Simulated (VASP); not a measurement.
Consider the following.

```
CELL_PARAMETERS angstrom
      4.19947     0.00000     0.00000
      0.00000     4.19947     0.00000
      0.00000     0.00000     4.19947
ATOMIC_POSITIONS crystal
  K  0.00000 0.00000 0.00000
  Zn 0.50000 0.50000 0.50000
  F  0.50000 0.00000 0.50000
  F  0.00000 0.50000 0.50000
  F  0.50000 0.50000 0.00000
```

These are vdW-DF2, VASP's PBE PAW potentials (set 64) (plane waves; VASP) values and carry that method's errors. Settings: 520 eV cut-off, 5×5×5 Γ-centred mesh, Gaussian smearing of 0.050 eV, potentials K_sv Zn F.

Q: Give the stress tensor in GPa (positive for a compressed cell).

A: 
```
-1.92   0.00   0.00
 0.00  -1.92   0.00
 0.00   0.00  -1.92
```
The pressure is its mean diagonal, -1.92 GPa.

The compound is KZnF3 in the cubic perovskite structure. This cell is one point of a volume scan, at 1.03 of the reference volume.
